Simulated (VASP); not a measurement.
Given:

```xyz
3
Lattice="-1.6371 1.6371 4.0035 1.6371 -1.6371 4.0035 1.6371 1.6371 -4.0035" Properties=species:S:1:pos:R:3 pbc="T T T"
Si     0.0000     0.0000     5.3247
Si     0.0000     0.0000     2.6823
Mo     0.0000     0.0000     0.0000
```

Computed with PBE GGA, VASP's PBE PAW potentials (set 64) (plane waves; VASP). Numerical set-up: 400 eV cut-off, 12×12×12 Γ-centred mesh, first-order Methfessel-Paxton smearing of 0.050 eV, potentials Si Mo_sv.

Give the force on each atom (eV/Å).

```json
[
 {"atom": "Si1", "Fx": "0.000", "Fy": "0.000", "Fz": "-0.114"},
 {"atom": "Si2", "Fx": "0.000", "Fy": "0.000", "Fz": "0.114"},
 {"atom": "Mo3", "Fx": "0.000", "Fy": "0.000", "Fz": "0.000"}
]
```

Give the stress tensor in GPa (positive for a compressed cell).

```
 -9.59    0.00    0.00
  0.00   -9.59    0.00
  0.00    0.00  -10.47
```
The pressure is its mean diagonal, -9.88 GPa.

The compound is MoSi2 in the MoSi2 type structure. The cell was not relaxed at this level. The run is one of a series of settings (SIGMA = 0.05 against the base run), some of them coarse on purpose.
